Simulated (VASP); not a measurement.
Input:

```
CELL_PARAMETERS angstrom
     -2.69280     2.69280     2.69280
      2.69280    -2.69280     2.69280
      2.69280     2.69280    -2.69280
ATOMIC_POSITIONS crystal
  K  0.00000 0.00000 0.00000
```

The numbers are results of PBE GGA, VASP's PBE PAW potentials (set 64) (plane waves; VASP), not measurements. Run with 400 eV cut-off, 11×11×11 Γ-centred mesh, first-order Methfessel-Paxton smearing of 0.10 eV, potentials K_sv.

Gaps are read on the run's mesh, which can miss a band edge.

Task: Estimate the energy per atom (σ→0), band gap (on the k-mesh) with the smallest direct gap where there is one.

Result: 
```json
{
  "band gap (on the k-mesh)": "none (metal, semimetal or under 0.01 eV)",
  "energy per atom (σ→0)": "-1.046 eV/atom"
}
```

Total energies compare only between runs with the same potentials, cut-off and functional.

The compound is K in the bcc structure. The cell was not relaxed at this level. The run is one of a series of settings (KPOINTS 11×11×11 Γ-centred mesh against the base run), some of them coarse on purpose.
